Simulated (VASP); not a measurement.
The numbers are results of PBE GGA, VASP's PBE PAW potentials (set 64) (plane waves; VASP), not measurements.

VASP ran on this input.

INCAR:
```
# general
SYSTEM  = CsI
PREC    = Accurate
ENCUT   = 400
LREAL   = .FALSE.
LASPH   = .TRUE.

# electronic loop
EDIFF   = 1E-2
NELM    = 100
ALGO    = Normal
LMAXMIX = 4

# smearing
ISMEAR  = 0
SIGMA   = 0.05

# functional
GGA     = PE

# ions
ISIF    = 2

# output
LWAVE   = .FALSE.
LCHARG  = .FALSE.
```

KPOINTS:
```
Automatic
0
Gamma
4 4 2
```

File POSCAR:
```
CsI
5.878620
  0.8073847263  -0.5900252100   0.0000000000
  0.8073847263   0.5900252100   0.0000000000
 -0.2930512603   0.0000000000   1.7437259085
Cs I
2 2
Cart
  0.4036923632   0.2950126050   0.0000000000
  0.2571667330  -0.2950126050   0.8718629542
  0.7341219113  -0.0962921143   0.4359314771
  0.5875962811   0.0962921143   1.3077944313
```

POTCAR, in this order: Cs_sv I (PBE.64 set). Program: vasp_std.

Unless said otherwise, spin-orbit coupling is left out, though it shifts the bands of the heavy elements here.

Task: What does the run give for the energy per atom (σ→0), band gap (on the k-mesh)?

Result: 
```yaml
energy per atom (σ→0): -253.3 kJ/mol of atoms
band gap (on the k-mesh): 3.16 eV
```

### OSZICAR
```
...
DAV:   3    -0.105578560889E+02   -0.27190E+02   -0.27150E+02   660   0.793E+01
DAV:   4    -0.111794061889E+02   -0.62155E+00   -0.62129E+00   728   0.152E+01
DAV:   5    -0.111870779446E+02   -0.76718E-02   -0.76714E-02   652   0.166E+00    0.246E+00
DAV:   6    -0.106176275471E+02    0.56945E+00   -0.76361E-01   620   0.276E+00    0.182E+00
DAV:   7    -0.104664434543E+02    0.15118E+00   -0.59854E-01   656   0.249E+00    0.124E+00
DAV:   8    -0.104965993134E+02   -0.30156E-01   -0.53195E-02   468   0.123E+00    0.329E-01
DAV:   9    -0.104993367319E+02   -0.27374E-02   -0.10158E-02   436   0.417E-01
   1 F= -.10499337E+02 E0= -.10499337E+02  d E =-.188835E-10
```

The structure was generated: CsI was put into the tenorite type (C2/c), which need not be its known phase. The cell was not relaxed at this level. The run is one of a series of settings (EDIFF = 1E-2 against the base run), some of them coarse on purpose.
